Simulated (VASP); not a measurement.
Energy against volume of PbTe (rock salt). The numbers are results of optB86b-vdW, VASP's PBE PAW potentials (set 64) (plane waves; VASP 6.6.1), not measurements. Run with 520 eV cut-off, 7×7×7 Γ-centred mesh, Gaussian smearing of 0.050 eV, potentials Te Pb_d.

| V (Å³/atom) | E (eV/atom) |
|---|---|
| 33.349 | -1.28568 |
| 34.381 | -1.29024 |
| 35.412 | -1.28657 |
| 36.444 | -1.27593 |

Fit these four points and predict the energy of the run at 32.318 Å³/atom.

A cubic in V^(−2/3), the third-order Birch-Murnaghan form, passes through the four points with V0 = 34.41 Å³/atom and B0 = 42 GPa, and gives -1.2714 eV/atom there. The run gave -1.2714 eV/atom, +0.0 meV/atom from the fit; all five points give B0 = 42 GPa.

The compound is PbTe in the rock salt structure. It was relaxed first.
